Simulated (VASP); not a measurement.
# Zone-centre spectra of MgS (Niningerite), part 3 of 3

Wanted: which zone-centre modes of MgS (Niningerite) show in Raman and infrared light. The cell is of the rock-salt type, one of the forms listed for this formula. The start is a cell from a database of measured crystal structures.

VASP 6.6.1; LDA; plane waves and PAW (S, Mg).

So far. Step 3 (Relaxation): The forces stay under 1e-4 eV/Å, and the volume now lies -4.0 % from that of the session's start. The relaxed cell has a = 5.132 Å (conventional setting).

**4. Modes at the zone centre (continued)**

Parts of OUTCAR (step 4):

```text
  LATTYP: Found a face centered cubic cell.
 ALAT       =     5.1324936146

The static configuration has the point symmetry O_h .

 Found     29 irreducible k-points:

   k-points           NKPTS =     29   k-points in BZ     NKDIM =     29   number of bands    NBANDS=     10

   ENCUT  =  400.0 eV  29.40 Ry    5.42 a.u.   5.92  5.92  5.92*2*pi/ulx,y,z

   NELECT =       8.0000    total number of electrons

  Total       -0.0002388     -0.0002388     -0.0002388      0.0000000      0.0000000     -0.0000000
  in kB       -0.0113184     -0.0113184     -0.0113184      0.0000000      0.0000000     -0.0000000
  external PRESSURE =      -0.0113184 kB  Pullay stress =       0.0000000 kB

  energy-cutoff  :      400.00
  volume of cell :       33.80
      direct lattice vectors                 reciprocal lattice vectors
     0.000000000  2.566246807  2.566246807    -0.194837067  0.194837067  0.194837067
     2.566246807  0.000000000  2.566246807     0.194837067 -0.194837067  0.194837067
     2.566246807  2.566246807  0.000000000     0.194837067  0.194837067 -0.194837067

 POSITION                                       TOTAL-FORCE (eV/Angst)
 -----------------------------------------------------------------------------------
      2.56625      2.56625      2.56625        -0.000000     -0.000000      0.000000
      0.00000      0.00000      0.00000         0.000000      0.000000      0.000000
 -----------------------------------------------------------------------------------
    total drift:                               -0.000000     -0.000000      0.000000

 MACROSCOPIC STATIC DIELECTRIC TENSOR (including local field effects in DFT)
 ------------------------------------------------------
           5.553630     0.000000     0.000000
           0.000000     5.553630    -0.000000
           0.000000    -0.000000     5.553630
 ------------------------------------------------------

 PIEZOELECTRIC TENSOR (including local field effects)  for field in x, y, z        (C/m^2)
          XX          YY          ZZ          XY          YZ          ZX
  --------------------------------------------------------------------------------
  x     0.00000     0.00000     0.00000     0.00000     0.00000     0.00000
  y     0.00000     0.00000     0.00000     0.00000     0.00000     0.00000
  z     0.00000     0.00000     0.00000     0.00000     0.00000     0.00000

 BORN EFFECTIVE CHARGES (including local field effects) (in |e|, cummulative output)
 ---------------------------------------------------------------------------------
 ion    1
    1    -2.29011    -0.00000     0.00000
    2    -0.00000    -2.29011    -0.00000
    3     0.00000     0.00000    -2.29011
 ion    2
    1     2.29011     0.00000    -0.00000
    2     0.00000     2.29011     0.00000
    3    -0.00000    -0.00000     2.29011

 Eigenvectors and eigenvalues of the dynamical matrix
 ----------------------------------------------------

   1 f  =    7.611336 THz    47.823435 2PiTHz  253.886841 cm-1    31.477942 meV
             X         Y         Z           dx          dy          dz
      2.566247  2.566247  2.566247     0.000000    0.656956    0.000000
      0.000000  0.000000  0.000000     0.000000   -0.753929    0.000000

   2 f  =    7.611336 THz    47.823435 2PiTHz  253.886841 cm-1    31.477942 meV
             X         Y         Z           dx          dy          dz
      2.566247  2.566247  2.566247    -0.656956    0.000000    0.000000
      0.000000  0.000000  0.000000     0.753929    0.000000    0.000000

   3 f  =    7.611336 THz    47.823435 2PiTHz  253.886841 cm-1    31.477942 meV
             X         Y         Z           dx          dy          dz
      2.566247  2.566247  2.566247     0.000000    0.000000   -0.656956
      0.000000  0.000000  0.000000     0.000000    0.000000    0.753929

   4 f/i=    0.003304 THz     0.020760 2PiTHz    0.110213 cm-1     0.013665 meV
             X         Y         Z           dx          dy          dz
      2.566247  2.566247  2.566247     0.753929    0.000000    0.000000
      0.000000  0.000000  0.000000     0.656956    0.000000    0.000000

   5 f/i=    0.003304 THz     0.020760 2PiTHz    0.110213 cm-1     0.013665 meV
             X         Y         Z           dx          dy          dz
      2.566247  2.566247  2.566247     0.000000   -0.753929    0.000000
      0.000000  0.000000  0.000000     0.000000   -0.656956    0.000000

   6 f/i=    0.003304 THz     0.020760 2PiTHz    0.110213 cm-1     0.013665 meV
             X         Y         Z           dx          dy          dz
      2.566247  2.566247  2.566247     0.000000    0.000000    0.753929
      0.000000  0.000000  0.000000     0.000000    0.000000    0.656956

 MACROSCOPIC STATIC DIELECTRIC TENSOR IONIC CONTRIBUTION
 ------------------------------------------------------
           8.566329     0.000000    -0.000000
           0.000000     8.566329    -0.000000
          -0.000000    -0.000000     8.566329
 ------------------------------------------------------

 ELASTIC MODULI CONTR FROM IONIC RELAXATION (kBar)
 Direction    XX          YY          ZZ          XY          YZ          ZX
 --------------------------------------------------------------------------------
 XX           0.0000      0.0000      0.0000      0.0000      0.0000      0.0000
 YY           0.0000      0.0000      0.0000      0.0000      0.0000      0.0000
 ZZ           0.0000      0.0000      0.0000      0.0000      0.0000      0.0000
 XY           0.0000      0.0000      0.0000      0.0000      0.0000      0.0000
 YZ           0.0000      0.0000      0.0000      0.0000      0.0000      0.0000
 ZX           0.0000      0.0000      0.0000      0.0000      0.0000      0.0000
 --------------------------------------------------------------------------------

 PIEZOELECTRIC TENSOR IONIC CONTR  for field in x, y, z        (C/m^2)
          XX          YY          ZZ          XY          YZ          ZX
  --------------------------------------------------------------------------------
  x     0.00000     0.00000     0.00000     0.00000     0.00000     0.00000
  y     0.00000     0.00000     0.00000     0.00000     0.00000     0.00000
  z     0.00000     0.00000     0.00000     0.00000     0.00000     0.00000

[... 2 parts as in an earlier step ...]

[... 3 further parts left out ...]
```

The gap is read on the k-mesh alone, so it is an upper bound where the band edges lie off the mesh. Energies printed during the response cycles are not total energies of the cell.

This step gave:

| Item | Value |
| --- | --- |
| pressure of the cell | -0.001132 GPa |
| largest force of the cell | 0 eV/Å |
| Fermi energy | 4.027 eV |
| gap on the k-mesh | 2.674 eV |
| least direct gap on the k-mesh | 3.838 eV |

Electronic dielectric tensor with local fields:

```
5.55 0.00 0.00
0.00 5.55 0.00
0.00 0.00 5.55
```

Ionic part of the static dielectric tensor:

```
8.57 0.00 0.00
0.00 8.57 0.00
0.00 0.00 8.57
```

Born effective charge (e), principal values of the symmetric part by kind of site:

| atom | atoms with these values | low | middle | high | mean |
| --- | --- | --- | --- | --- | --- |
| S1 | 1 | -2.29 | -2.29 | -2.29 | -2.29 |
| Mg2 | 1 | 2.29 | 2.29 | 2.29 | 2.29 |

In full for Mg2:

```
2.29 0.00 0.00
0.00 2.29 0.00
0.00 0.00 2.29
```

Infrared lines, with heights relative to the strongest:

| position (cm⁻¹) | lines merged | squared mode dipole, relative |
| --- | --- | --- |
| 254 | 3 | 100 |

Transverse limit, no LO-TO splitting. The modes at Γ (shares of kinetic energy by element, %):

| mode | frequency (cm⁻¹) | symmetry | IR | S % | Mg % |
| --- | --- | --- | --- | --- | --- |
| 1 | -0.1 | acoustic | 5.7e-8 | 57 | 43 |
| 2 | -0.1 | acoustic | 5.7e-8 | 57 | 43 |
| 3 | -0.1 | acoustic | 5.7e-8 | 57 | 43 |
| 4 | 253.9 | T1u | 0.38 | 43 | 57 |
| 5 | 253.9 | T1u | 0.38 | 43 | 57 |
| 6 | 253.9 | T1u | 0.38 | 43 | 57 |

Displacements in mode 4 (253.9 cm⁻¹), the largest set to 1:
```
S1   0.00  0.00 -0.76
Mg2  0.00  0.00  1.00
```

The mean electronic (clamped-ion) dielectric constant is 5.55. The three acoustic modes come out within 0.11 cm⁻¹ of zero.

**5. Summary**

This step: Raman activities from finite differences of the dielectric tensor, LDA; plane waves and PAW (VASP 6.6.1).

This step runs nothing: it gathers the runs above.

No line of the Raman spectrum has any intensity.

Off resonance, transverse modes; infrared-active modes of a centrosymmetric cell are Raman-silent by symmetry and weren't displaced. Raman, by row:

| frequency (cm⁻¹) | mean derivative a (Å²/amu^0.5) | anisotropy b² (Å^4/amu) | activity (Å^4/amu) | infrared strength (e²/amu) |
| --- | --- | --- | --- | --- |
| 253.9 | 0 | 0 | 0 | 0.3794 |
| 253.9 | 0 | 0 | 0 | 0.3794 |
| 253.9 | 0 | 0 | 0 | 0.3794 |

**6. Summary of results**

* Raman lines above 2 % of the strongest: none

In words: No zone-centre mode is Raman active. Summed alike, the strongest infrared line lies at 253.9 cm⁻¹. No mode is both Raman and infrared active. Activities are off resonance and without the thermal factor, and their mesh wasn't tested for convergence. Not tabulated here, as repeats of values shown or as unfit to read for their mesh, reference level or band range: gaps (relaxation).

[Lines on the potential files, build, host, timing and source positions are cut from VASP's logs without a mark.]

[Logs are printed without paths, hosts, clocks, repeated set-up lines and the standing remarks that a program may print on its own settings, such as how far it seeks lower states.]

[Hosts, paths, dates, database ids (printed as entryN), source tags and the programs' standing remarks are cut or masked in the printed files.]
